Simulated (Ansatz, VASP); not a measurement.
# Two plane-wave programs on RbZn

INCAR

```
ALGO     = Normal         # electronic algorithm
EDIFF    = 1E-6           # SCF threshold, eV
ENCUT    = 520            # plane-wave cutoff, eV
GGA      = PE             # functional
ISIF     = 2              # what is computed and relaxed
ISMEAR   = 0              # smearing method
LASPH    = T              # aspherical terms in the spheres
LCHARG   = F              # write CHGCAR
LREAL    = F              # projectors in reciprocal space
LWAVE    = F              # write WAVECAR
NBANDS   = 18             # bands
NELM     = 60             # most SCF steps
PREC     = Accurate       # precision mode
SIGMA    = 0.1            # smearing width, eV
```

Contents of KPOINTS:

```
k-points
0
Gamma
  6 6 6
```

Contents of POSCAR:

```
RbZn
1.0
    0.0000000000      3.1339798286      3.1339798286
    3.1339798286      0.0000000000      3.1339798286
    3.1339798286      3.1339798286      0.0000000000
Rb Zn
1 1
Direct
    0.0000000000      0.0000000000      0.0000000000
    0.7500000000      0.7500000000      0.7500000000
```

Input for Ansatz:

```yaml
crystal:
  lattice:
    - [0.0, 3.1339798286, 3.1339798286]
    - [3.1339798286, 0.0, 3.1339798286]
    - [3.1339798286, 3.1339798286, 0.0]
  atoms:
    - { symbol: Rb, position: [0.0, 0.0, 0.0] }
    - { symbol: Zn, position: [0.75, 0.75, 0.75] }
basis:
  ecutwfc: 420
kpoints:
  mp_grid: { grid: [6, 6, 6] }
hamiltonian:
  xc: pbe
scf:
  occupations: { method: gaussian, width: 0.1 }
  lower_state_search: "off"
output:
  forces: true
  stress: true
  eigenvalues: true
```

Alike in both runs: task single point; functional PBE; k mesh 6 × 6 × 6; occupations gaussian, width 0.1 eV; no spin polarisation.

|  | VASP | Ansatz |
| --- | --- | --- |
| version | VASP 6.6.1 | Ansatz 0.2.0 |
| potentials or method | VASP PAW PBE potentials, release 64 (Rb_sv, Zn) | scalar-relativistic, plane waves, PAW |
| plane-wave cutoff (eV) | 520 | 420 |
| valence electrons in the cell | 21 | 21 |

|  | VASP | Ansatz | Ansatz less VASP |
| --- | --- | --- | --- |
| gap on the k mesh at the Fermi level (eV) | none | none | - |
| pressure (GPa) | 16.0 | 15.8 | -0.17 |

A gap of «none» marks a metal or a gap that the smearing closes. With one functional, cell and mesh, what is left measures potentials, basis and numerics.

Caveats: so large a pressure means that the cell lies far from this level's equilibrium, or that cutoff or potentials fall short (VASP).
